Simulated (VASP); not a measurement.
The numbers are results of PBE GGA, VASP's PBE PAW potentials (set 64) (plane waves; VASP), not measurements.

Input for VASP

**INCAR**
```
! general
SYSTEM  = Au
PREC    = Accurate
ENCUT   = 500   ! plane-wave cut-off (eV)
LREAL   = .FALSE.   ! projection in real space or not
LASPH   = .TRUE.

! electronic loop
EDIFF   = 1E-6
NELM    = 100   ! most electronic steps
ALGO    = Normal   ! blocked Davidson
LMAXMIX = 6

! smearing
ISMEAR  = 1   ! Methfessel-Paxton
SIGMA   = 0.1

! functional
GGA     = PE

! ions
IBRION  = 2   ! conjugate gradients
NSW     = 40   ! most ionic steps
ISIF    = 3   ! ions, shape and volume
EDIFFG  = -0.02
PSTRESS = 200

! output
LWAVE   = .FALSE.
LCHARG  = .FALSE.
```

KPOINTS:
```
Automatic mesh
0
Gamma
16 16 16
0 0 0
```

**POSCAR**
```
Au
1
    0.0000000000     2.0059695485     2.0059695485
    2.0059695485     0.0000000000     2.0059695485
    2.0059695485     2.0059695485    -0.0000000000
Au
1
Direct
  0.0000000000   0.0000000000   0.0000000000
```

POTCAR, in this order: Au (PBE.64 set). Program: vasp_std.

The run wrote:

### OUTCAR
```
 ion  position               nearest neighbor table
   1  0.000  0.000  0.000-
  LATTYP: Found a face centered cubic cell.
 ALAT       =     4.0119390970
 Subroutine PRICEL returns:
 Original cell was already a primitive cell.
 Subroutine GETGRP returns: Found 48 space group operations
The static configuration has the point symmetry O_h .
The dynamic configuration has the point symmetry O_h .
 Subroutine INISYM returns: Found 48 space group operations
 Subroutine IBZKPT returns following result:
 Found    145 irreducible k-points:

 Following reciprocal coordinates:
            Coordinates               Weight
  0.000000  0.000000  0.000000      1.000000
  0.062500  0.000000  0.000000      8.000000
  0.125000  0.000000  0.000000      8.000000
  0.187500  0.000000  0.000000      8.000000
  0.250000  0.000000  0.000000      8.000000
  0.312500  0.000000  0.000000      8.000000
  0.375000  0.000000  0.000000      8.000000
  0.437500  0.000000  0.000000      8.000000
  0.500000  0.000000  0.000000      4.000000
  0.062500  0.062500  0.000000      6.000000
  0.125000  0.062500  0.000000     24.000000
  0.187500  0.062500  0.000000     24.000000
  0.250000  0.062500  0.000000     24.000000
  0.312500  0.062500  0.000000     24.000000
  0.375000  0.062500  0.000000     24.000000
  0.437500  0.062500  0.000000     24.000000
  0.500000  0.062500  0.000000     24.000000
 -0.437500  0.062500  0.000000     24.000000
 -0.375000  0.062500  0.000000     24.000000
 -0.312500  0.062500  0.000000     24.000000
 -0.250000  0.062500  0.000000     24.000000
 -0.187500  0.062500  0.000000     24.000000
 -0.125000  0.062500  0.000000     24.000000
 -0.062500  0.062500  0.000000     12.000000
  0.125000  0.125000  0.000000      6.000000
  0.187500  0.125000  0.000000     24.000000
  0.250000  0.125000  0.000000     24.000000
  0.312500  0.125000  0.000000     24.000000
  0.375000  0.125000  0.000000     24.000000
  0.437500  0.125000  0.000000     24.000000
  0.500000  0.125000  0.000000     24.000000
 -0.437500  0.125000  0.000000     24.000000
 -0.375000  0.125000  0.000000     24.000000
 -0.312500  0.125000  0.000000     24.000000
 -0.250000  0.125000  0.000000     24.000000
 -0.187500  0.125000  0.000000     24.000000
 -0.125000  0.125000  0.000000     12.000000
  0.187500  0.187500  0.000000      6.000000
  0.250000  0.187500  0.000000     24.000000
  0.312500  0.187500  0.000000     24.000000
   k-points           NKPTS =    145   k-points in BZ     NKDIM =    145   number of bands    NBANDS=      9
   number of dos      NEDOS =    301   number of ions     NIONS =      1
   total plane-waves  NPLWV =  13824
   dimension x,y,z NGX =    24 NGY =   24 NGZ =   24
   dimension x,y,z NGXF=    48 NGYF=   48 NGZF=   48
   ions per type =               1
   PREC   = accura    normal or accurate (medium, high low for compatibility)
   ISTART =      0    job   : 0-new  1-cont  2-samecut
   ICHARG =      2    charge: 1-file 2-atom 10-const
   ISPIN  =      1    spin polarized calculation?
   LNONCOLLINEAR =      F non collinear calculations
   LSORBIT =      F    spin-orbit coupling
   INIWAV =      1    electr: 0-lowe 1-rand  2-diag
   ENCUT  =  500.0 eV  36.75 Ry    6.06 a.u.   5.17  5.17  5.17*2*pi/ulx,y,z
   NELM   =    100;   NELMIN=  2; NELMDL= -5     # of ELM steps
   EDIFF  = 0.1E-05   stopping-criterion for ELM
   LREAL  =      F    real-space projection
   NLSPLINE    = F    spline interpolate recip. space projectors
   LMAXMIX     =    6 max onsite mixed and CHGCAR
   VOSKOWN=      0    Vosko Wilk Nusair interpolation
...
```

OSZICAR:
```
       N       E                     dE             d eps       ncg     rms          rms(c)
DAV:   1     0.418269055335E+02    0.41827E+02   -0.57626E+03  2858   0.106E+03
DAV:   2    -0.301903519992E+01   -0.44846E+02   -0.42249E+02  2718   0.199E+02
DAV:   3    -0.338214114422E+01   -0.36311E+00   -0.36282E+00  3075   0.186E+01
DAV:   4    -0.338309538340E+01   -0.95424E-03   -0.95422E-03  2971   0.100E+00
DAV:   5    -0.338310087920E+01   -0.54958E-05   -0.54968E-05  2959   0.728E-02    0.112E+01
DAV:   6    -0.314477585311E+01    0.23833E+00   -0.69936E-01  2673   0.839E+00    0.692E+00
DAV:   7    -0.312110629142E+01    0.23670E-01   -0.99061E-02  2744   0.312E+00    0.283E+00
DAV:   8    -0.311852375321E+01    0.25825E-02   -0.34039E-03  2784   0.618E-01    0.251E-01
DAV:   9    -0.311851390012E+01    0.98531E-05   -0.92724E-06  2858   0.361E-02    0.130E-02
DAV:  10    -0.311851900028E+01   -0.51002E-05   -0.20251E-06  2883   0.174E-02    0.688E-04
DAV:  11    -0.311851899411E+01    0.61723E-08   -0.33105E-08  1366   0.178E-03
   1 F= -.11032992E+01 E0= -.11032339E+01  d E =-.110330E+01
       N       E                     dE             d eps       ncg     rms          rms(c)
DAV:   1    -0.312951745558E+01   -0.10998E-01   -0.48146E-02  2658   0.250E+00    0.283E-01
DAV:   2    -0.312740378251E+01    0.21137E-02   -0.66008E-03  2635   0.805E-01    0.131E-01
DAV:   3    -0.312728211991E+01    0.12166E-03   -0.55004E-04  2692   0.221E-01    0.899E-02
DAV:   4    -0.312727861333E+01    0.35066E-05   -0.16910E-05  2774   0.375E-02    0.140E-03
DAV:   5    -0.312727862156E+01   -0.82239E-08   -0.34308E-07  1526   0.561E-03
   2 F= -.11031851E+01 E0= -.11031213E+01  d E =0.114125E-03
       N       E                     dE             d eps       ncg     rms          rms(c)
DAV:   1    -0.312206661103E+01    0.52120E-02   -0.26266E-02  2657   0.184E+00    0.210E-01
DAV:   2    -0.312090902248E+01    0.11576E-02   -0.36155E-03  2631   0.595E-01    0.945E-02
DAV:   3    -0.312084548546E+01    0.63537E-04   -0.30011E-04  2691   0.163E-01    0.647E-02
DAV:   4    -0.312084844272E+01   -0.29573E-05   -0.97043E-06  2770   0.283E-02    0.180E-03
DAV:   5    -0.312084844370E+01   -0.97839E-09   -0.15516E-07  1347   0.412E-03
   3 F= -.11033161E+01 E0= -.11032511E+01  d E =-.168648E-04
```

File OUTCAR:
```
------------------------ aborting loop because EDIFF is reached ----------------------------------------
  FORCE on cell =-STRESS in cart. coord.  units (eV):
  Direction    XX          YY          ZZ          XY          YZ          ZX
  --------------------------------------------------------------------------------------
  Total        2.0180655      2.0180655      2.0180655      0.0000000      0.0000000      0.0000000
  in kB      200.0528522    200.0528522    200.0528522      0.0000000      0.0000000      0.0000000
  external PRESSURE =       0.0528522 kB  Pullay stress =     200.0000000 kB
  volume of cell :       16.16
      direct lattice vectors                 reciprocal lattice vectors
     0.000000000  2.006736578  2.006736578    -0.249160755  0.249160755  0.249160755
     2.006736578  0.000000000  2.006736578     0.249160755 -0.249160755  0.249160755
     2.006736578  2.006736578  0.000000000     0.249160755  0.249160755 -0.249160755
 POSITION                                       TOTAL-FORCE (eV/Angst)
 -----------------------------------------------------------------------------------
      0.00000      0.00000      0.00000        -0.000000      0.000000     -0.000000
 -----------------------------------------------------------------------------------
    total drift:                                0.000000     -0.000000     -0.000000
  FREE ENERGIE OF THE ION-ELECTRON SYSTEM (eV)
  ---------------------------------------------------
  free  energy   TOTEN  =        -3.1208484437 eV

  energy  without entropy=       -3.1206536387  energy(sigma->0) =       -3.12078351
  enthalpy is  TOTEN    =        -1.1033160810 eV   P V=        2.0175323627

 reached required accuracy - stopping structural energy minimisation
```
(Selected blocks of OUTCAR.)

File CONTCAR:
```
Au
   1.00000000000000
     0.0000000000000000    2.0067365783723559    2.0067365783723559
     2.0067365783723559    0.0000000000000000    2.0067365783723559
     2.0067365783723559    2.0067365783723559    0.0000000000000000
  Au
     1
Direct
     0.0000000000000000    0.0000000000000000    0.0000000000000000
```

The compound is Au in the fcc structure. This run relaxes it under an external pressure of 20 GPa. Symmetry was kept, so distortions that lower it aren't found.
